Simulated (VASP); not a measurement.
**Mg2Br3: single point with PBE**

Mg2Br3:

```
Mg Br
1.0
     5.25889    0.00000    0.00000
     0.00000    5.25889    0.00000
     0.00000    0.00000    5.25889
Mg Br
2 3
Direct
  0.00000 0.00000 0.00000
  0.50000 0.50000 0.50000
  0.00000 0.50000 0.50000
  0.50000 0.00000 0.50000
  0.50000 0.50000 0.00000
```

The cell was built by a generator and needn't be a form met in nature.

The cell isn't the ideal one: random cell by space group and Wyckoff sites (Pm-3m, No. 221).

```yaml
Program: VASP 6.6.1
Task: single point
Functional: PBE
Potentials_or_basis: VASP PAW PBE potentials, release 64 (Mg, Br)
Cutoff: 520 eV
k_mesh: 8 × 8 × 8
Occupations: gaussian, width 0.1 eV
Spin: no spin polarisation
```

```
Pressure               : 0.0 GPa
Band gap on the k mesh : none (metal or under the smearing width)
```

Levels at points of the mesh, in eV from the Fermi level:
```tsv
k point	band 11	band 12	band 13	band 14	band 15	band 16
(0.00, 0.00, 0.00)	-2.65	-2.65	-1.30	0.83	4.53	4.53
(0.50, 0.00, 0.00)	-2.70	-2.70	0.34	2.14	3.11	3.95
(0.50, 0.50, 0.00)	-3.20	-2.07	0.24	3.06	3.57	3.57
(0.50, 0.50, 0.50)	-2.05	-2.05	-0.98	3.80	3.80	3.80
```

Wall time 58 s on 1 thread of Intel(R) Xeon(R) Platinum 8259CL CPU @ 2.50GHz (Skylake/Cascade Lake), with other jobs on the host, peak memory 0.28 GiB.

Caveat: an odd number of electrons without spin polarisation forces a metal; a magnetic or distorted state may lie lower.
